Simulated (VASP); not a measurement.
The system is BaMgSbF.

```
Ba Sb Mg F
1.0
     4.57330    0.00000    0.00000
     0.00000    4.57330    0.00000
     0.00000    0.00000    9.81840
Ba Sb Mg F
2 2 2 2
Direct
  0.50000 0.00000 0.14046
  0.00000 0.50000 0.85954
  0.50000 0.00000 0.67501
  0.00000 0.50000 0.32499
  0.50000 0.50000 0.50000
  0.00000 0.00000 0.50000
  0.50000 0.50000 0.00000
  0.00000 0.00000 0.00000
```

The cell comes from a database or a generator and needn't be the stable form of this composition.

| Item | Value |
| --- | --- |
| Program | VASP 6.6.1 |
| Task | relaxation of cell and atoms |
| Functional | RPBE |
| Potentials or basis | VASP PAW PBE potentials, release 64 (Ba_sv, Sb, Mg, F) |
| Cutoff | 600 eV |
| k mesh | 6 × 6 × 4 |
| Occupations | gaussian, width 0.03 eV |
| Spin | no spin polarisation |

At the start: pressure 3.9 GPa; volume 25.67 Å³/atom.

Problem. How do energy, volume and symmetry change on relaxing?

Solution. Over 11 steps the energy falls by 26.4 meV/atom and the volume is 28.01 Å³/atom (+9.1 %); space group P4/nmm (No. 129, to 0.05 Å).

Step by step:
```csv
step,energy change (eV),largest force (eV/Å),pressure (GPa),volume (Å³)
1,0.0000,0.3819,3.89,205.35
2,-0.1949,0.2166,-0.37,224.44
3,-0.1979,0.1726,0.04,222.14
4,-0.1979,0.1794,-0.02,222.48
5,-0.2020,0.1449,-0.04,222.85
6,-0.2091,0.0502,-0.05,223.87
7,-0.2048,0.1465,-0.07,225.88
8,-0.2105,0.0371,-0.06,224.52
9,-0.2109,0.0272,0.04,223.91
10,-0.2109,0.0253,0.06,223.78
11,-0.2110,0.0075,-0.02,224.06
```

Final structure:
```
Ba Sb Mg F
1.0
     4.67292    0.00000    0.00000
     0.00000    4.67292    0.00000
     0.00000    0.00000   10.26119
Ba Sb Mg F
2 2 2 2
Direct
  0.50000 0.00000 0.14327
  0.00000 0.50000 0.85673
  0.50000 0.00000 0.67166
  0.00000 0.50000 0.32834
  0.50000 0.50000 0.50000
  0.00000 0.00000 0.50000
  0.50000 0.50000 0.00000
  0.00000 0.00000 0.00000
```

Caveat: the PAW data sets were made with another functional, which shifts forces and pressure a little.
